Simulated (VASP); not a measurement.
All values below come from PBE GGA, VASP's PBE PAW potentials (set 64) (plane waves; VASP).

VASP ran on this input.

POSCAR:
```
KI
1
    0.0000000000     3.5350000000     3.5350000000
    3.5350000000     0.0000000000     3.5350000000
    3.5350000000     3.5350000000     0.0000000000
K I
1 1
Direct
  0.0000000000   0.0000000000   0.0000000000
  0.5000000000   0.5000000000   0.5000000000
```

**INCAR**
```
ALGO  =  Normal
EDIFF  =  1E-6
ENCUT  =  400
GGA  =  PE
ISIF  =  2
ISMEAR  =  0
KGAMMA  =  .False.
KSPACING  =  0.4
LASPH  =  .True.
LCHARG  =  .False.
LMAXMIX  =  4
LREAL  =  .False.
LWAVE  =  .False.
NELM  =  100
PREC  =  Accurate
SIGMA  =  0.05
SYSTEM  =  KI
```

POTCAR, in this order: K_sv I (PBE.64 set). Program: vasp_std.

Task: Predict the energy per atom (σ→0).

Result: 
The energy per atom (σ→0) is -2.778 eV/atom.

**OSZICAR**
```
...
DAV:   7    -0.555093305313E+01    0.42424E-02   -0.13319E-01   292   0.207E+00    0.804E-01
DAV:   8    -0.555621641433E+01   -0.52834E-02   -0.14488E-02   304   0.877E-01    0.106E-01
DAV:   9    -0.555668159106E+01   -0.46518E-03   -0.91876E-04   308   0.198E-01    0.703E-02
DAV:  10    -0.555689308750E+01   -0.21150E-03   -0.21139E-04   280   0.987E-02    0.209E-02
DAV:  11    -0.555691099619E+01   -0.17909E-04   -0.38314E-05   308   0.374E-02    0.123E-02
DAV:  12    -0.555691218423E+01   -0.11880E-05   -0.44686E-06   296   0.175E-02    0.113E-02
DAV:  13    -0.555691258585E+01   -0.40162E-06   -0.10461E-06   228   0.681E-03
   1 F= -.55569126E+01 E0= -.55569126E+01  d E =-.558147E-15
```

The compound is KI in the rock salt structure. The cell was not relaxed at this level. The run is one of a series of settings (KGAMMA = .FALSE., KSPACING = 0.4, KPOINTS file removed against the base run), some of them coarse on purpose.
